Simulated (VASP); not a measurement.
Given:

```xyz
6
Lattice="4.9961 0.0000 0.0000 0.0000 6.0977 0.0000 0.0000 0.0000 3.8066" Properties=species:S:1:pos:R:3 pbc="T T T"
Ir     0.0000     0.0000     0.0000
Ir     2.4981     3.0489     1.9033
Se     1.0012     2.3092     0.0000
Se     3.4993     0.7397     1.9033
Se     1.4968     5.3581     1.9033
Se     3.9949     3.7885     0.0000
```

Calculation: PBE GGA, VASP's PBE PAW potentials (set 64) (plane waves; VASP 6.6.1). Settings: 300 eV cut-off, 3×2×3 Γ-centred mesh, Fermi-Dirac smearing of 0.14 eV, potentials Ir Se.

Task: Give the energies of bands 11 to 24 at the high-symmetry points, in eV from the Fermi level.

Result: 
| band | Γ | X | S | Y | Z | U | R | T |
|---|---|---|---|---|---|---|---|---|
| 11 | -5.38 | -4.55 | -3.71 | -4.82 | -5.81 | -5.46 | -4.83 | -4.19 |
| 12 | -4.48 | -4.55 | -3.71 | -4.82 | -5.81 | -5.46 | -4.83 | -4.19 |
| 13 | -3.89 | -3.60 | -3.11 | -4.20 | -4.25 | -4.81 | -3.69 | -3.71 |
| 14 | -3.38 | -3.60 | -3.11 | -4.20 | -4.25 | -4.81 | -3.69 | -3.71 |
| 15 | -3.05 | -2.79 | -2.87 | -2.81 | -2.68 | -2.93 | -3.29 | -3.42 |
| 16 | -2.82 | -2.79 | -2.87 | -2.81 | -2.68 | -2.93 | -3.29 | -3.42 |
| 17 | -2.73 | -2.51 | -2.37 | -2.44 | -2.63 | -2.66 | -2.28 | -3.31 |
| 18 | -2.72 | -2.51 | -2.37 | -2.44 | -2.63 | -2.66 | -2.28 | -3.31 |
| 19 | -2.49 | -1.42 | -2.34 | -1.95 | -2.34 | -2.27 | -2.19 | -2.32 |
| 20 | -2.27 | -1.42 | -2.34 | -1.95 | -2.34 | -2.27 | -2.19 | -2.32 |
| 21 | -0.01 | 0.53 | -0.38 | -0.10 | 0.20 | 0.34 | 0.12 | -0.89 |
| 22 | 0.25 | 0.53 | -0.38 | -0.10 | 0.20 | 0.34 | 0.12 | -0.89 |
| 23 | 1.07 | 0.91 | 1.24 | 1.28 | 0.65 | 0.40 | 1.08 | 1.58 |
| 24 | 2.50 | 0.91 | 1.24 | 1.28 | 0.65 | 0.40 | 1.08 | 1.58 |

It has no gap at this level: it comes out as a metal or semimetal.

The structure was generated: IrSe2 was put into an ordered model structure, which need not be its known phase. The cell was not relaxed at this level. The k-mesh is coarse (spacing up to 0.55 per Å, 2π included), so the numbers may not be converged in it.
